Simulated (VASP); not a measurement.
OSZICAR of a VASP run on WSe$_{2}$ (2H layered):

File OSZICAR:
```
       N       E                     dE             d eps       ncg     rms          rms(c)
DAV:   1     0.493240683542E+03    0.49324E+03   -0.27015E+04  1128   0.151E+03
DAV:   2    -0.132592829755E+02   -0.50650E+03   -0.49701E+03  1218   0.402E+02
DAV:   3    -0.444400910443E+02   -0.31181E+02   -0.30949E+02  1236   0.916E+01
DAV:   4    -0.452604009258E+02   -0.82031E+00   -0.81765E+00  1221   0.152E+01
DAV:   5    -0.452801438042E+02   -0.19743E-01   -0.19734E-01  1280   0.224E+00    0.287E+01
DAV:   6    -0.436727733069E+02    0.16074E+01   -0.11789E+01  1139   0.187E+01    0.102E+01
DAV:   7    -0.434170217086E+02    0.25575E+00   -0.46971E+00  1143   0.904E+00    0.555E+00
DAV:   8    -0.432519356486E+02    0.16509E+00   -0.68718E-01  1312   0.470E+00    0.109E+00
DAV:   9    -0.432539798967E+02   -0.20442E-02   -0.63534E-02  1317   0.127E+00    0.756E-01
DAV:  10    -0.432532021696E+02    0.77773E-03   -0.19146E-02  1331   0.881E-01    0.192E-01
DAV:  11    -0.432530915589E+02    0.11061E-03   -0.26308E-03  1233   0.319E-01    0.139E-01
DAV:  12    -0.432531040040E+02   -0.12445E-04   -0.12701E-04  1257   0.582E-02    0.899E-02
DAV:  13    -0.432531233428E+02   -0.19339E-04   -0.14794E-04  1356   0.651E-02    0.720E-03
DAV:  14    -0.432531267414E+02   -0.33986E-05   -0.66981E-06  1081   0.160E-02    0.594E-03
DAV:  15    -0.432531272985E+02   -0.55710E-06   -0.69333E-07   821   0.493E-03
   1 F= -.43253127E+02 E0= -.43253127E+02  d E =-.432531E+02
       N       E                     dE             d eps       ncg     rms          rms(c)
DAV:   1    -0.432685317565E+02   -0.15405E-01   -0.38895E-01  1055   0.531E+00    0.133E+00
DAV:   2    -0.432558016276E+02    0.12730E-01   -0.73344E-02  1165   0.175E+00    0.339E-01
DAV:   3    -0.432531070754E+02    0.26946E-02   -0.14767E-02  1245   0.478E-01    0.155E-01
DAV:   4    -0.432525081168E+02    0.59896E-03   -0.24938E-03  1217   0.308E-01    0.102E-01
DAV:   5    -0.432524696127E+02    0.38504E-04   -0.29118E-04  1294   0.105E-01    0.778E-02
DAV:   6    -0.432524491936E+02    0.20419E-04   -0.11534E-04  1319   0.530E-02    0.199E-02
DAV:   7    -0.432524481774E+02    0.10162E-05   -0.16752E-05  1271   0.283E-02    0.729E-03
DAV:   8    -0.432524484129E+02   -0.23547E-06   -0.10265E-06   790   0.723E-03
   2 F= -.43252448E+02 E0= -.43252448E+02  d E =0.678886E-03
       N       E                     dE             d eps       ncg     rms          rms(c)
DAV:   1    -0.432600053865E+02   -0.75572E-02   -0.15960E-01  1055   0.339E+00    0.859E-01
DAV:   2    -0.432547522111E+02    0.52532E-02   -0.29184E-02  1158   0.111E+00    0.216E-01
DAV:   3    -0.432536774925E+02    0.10747E-02   -0.57250E-03  1196   0.300E-01    0.978E-02
DAV:   4    -0.432534503714E+02    0.22712E-03   -0.98086E-04  1217   0.193E-01    0.680E-02
DAV:   5    -0.432534438596E+02    0.65118E-05   -0.11603E-04  1257   0.665E-02    0.495E-02
DAV:   6    -0.432534430866E+02    0.77303E-06   -0.46395E-05  1319   0.334E-02    0.121E-02
DAV:   7    -0.432534421722E+02    0.91437E-06   -0.67328E-06  1178   0.178E-02
   3 F= -.43253442E+02 E0= -.43253442E+02  d E =-.314874E-03
       N       E                     dE             d eps       ncg     rms          rms(c)
DAV:   1    -0.432534460693E+02   -0.29827E-05   -0.90449E-05  1083   0.807E-02    0.226E-02
DAV:   2    -0.432534429738E+02    0.30955E-05   -0.17994E-05  1193   0.279E-02    0.532E-03
DAV:   3    -0.432534421080E+02    0.86575E-06   -0.35363E-06   911   0.767E-03
   4 F= -.43253442E+02 E0= -.43253442E+02  d E =-.314810E-03
       N       E                     dE             d eps       ncg     rms          rms(c)
DAV:   1    -0.432540065011E+02   -0.56353E-03   -0.16047E-02  1062   0.108E+00    0.272E-01
DAV:   2    -0.432534713734E+02    0.53513E-03   -0.30130E-03  1151   0.355E-01    0.686E-02
DAV:   3    -0.432533572865E+02    0.11409E-03   -0.59641E-04  1196   0.967E-02    0.314E-02
DAV:   4    -0.432533312714E+02    0.26015E-04   -0.10038E-04  1165   0.619E-02    0.218E-02
DAV:   5    -0.432533280760E+02    0.31954E-05   -0.13005E-05  1295   0.217E-02    0.162E-02
DAV:   6    -0.432533258903E+02    0.21856E-05   -0.55044E-06  1058   0.114E-02    0.376E-03
DAV:   7    -0.432533259112E+02   -0.20894E-07   -0.68047E-07   629   0.629E-03
   5 F= -.43253326E+02 E0= -.43253326E+02  d E =-.198613E-03
       N       E                     dE             d eps       ncg     rms          rms(c)
DAV:   1    -0.432540192795E+02   -0.69339E-03   -0.14148E-02  1062   0.101E+00    0.256E-01
DAV:   2    -0.432535519017E+02    0.46738E-03   -0.26186E-03  1151   0.332E-01    0.645E-02
DAV:   3    -0.432534577486E+02    0.94153E-04   -0.51506E-04  1188   0.900E-02    0.292E-02
DAV:   4    -0.432534387600E+02    0.18989E-04   -0.86957E-05  1165   0.576E-02    0.200E-02
DAV:   5    -0.432534395408E+02   -0.78084E-06   -0.11093E-05  1273   0.201E-02    0.150E-02
DAV:   6    -0.432534403877E+02   -0.84688E-06   -0.45954E-06   985   0.105E-02
   6 F= -.43253440E+02 E0= -.43253440E+02  d E =-.313089E-03
       N       E                     dE             d eps       ncg     rms          rms(c)
DAV:   1    -0.432535835291E+02   -0.14399E-03   -0.70358E-03  1006   0.554E-01    0.120E-01
DAV:   2    -0.432535163282E+02    0.67201E-04   -0.90466E-04  1266   0.164E-01    0.446E-02
DAV:   3    -0.432534969190E+02    0.19409E-04   -0.17832E-04  1240   0.622E-02    0.274E-02
DAV:   4    -0.432534889075E+02    0.80115E-05   -0.26715E-05  1160   0.288E-02    0.800E-03
DAV:   5    -0.432534891053E+02   -0.19782E-06   -0.53587E-06  1143   0.113E-02
   7 F= -.43253489E+02 E0= -.43253489E+02  d E =-.487176E-04
       N       E                     dE             d eps       ncg     rms          rms(c)
DAV:   1    -0.432535114956E+02   -0.22588E-04   -0.69823E-04  1013   0.174E-01    0.383E-02
DAV:   2    -0.432535049632E+02    0.65324E-05   -0.90466E-05  1242   0.521E-02    0.143E-02
DAV:   3    -0.432535024296E+02    0.25336E-05   -0.18068E-05  1104   0.198E-02    0.843E-03
DAV:   4    -0.432535012263E+02    0.12033E-05   -0.23920E-06   806   0.905E-03    0.240E-03
DAV:   5    -0.432535009314E+02    0.29492E-06   -0.62109E-07   566   0.433E-03
   8 F= -.43253501E+02 E0= -.43253501E+02  d E =-.605436E-04
```

Question: Which electronic solver shows in the log?

Answer: It is blocked Davidson (ALGO = Normal, or the opening steps of other solvers). The INCAR had ALGO = Normal.

Question: Can the final energy be trusted as converged?

Answer: Self-consistency was reached. It stopped with EDIFF = 1E-6, NELM = 100, NSW = 60 and EDIFFG = -0.02 after 8 ionic steps (PBE GGA, plane waves, VASP's PBE PAW potentials (set 64)). Without a dispersion term in the relaxation, distances and binding between the weakly bound layers, chains or molecules are unreliable, and so is what depends on them.

The compound is WSe2 in the 2H layered structure. This run relaxes it. Symmetry was kept, so distortions that lower it aren't found. The start is the result of an earlier pass.
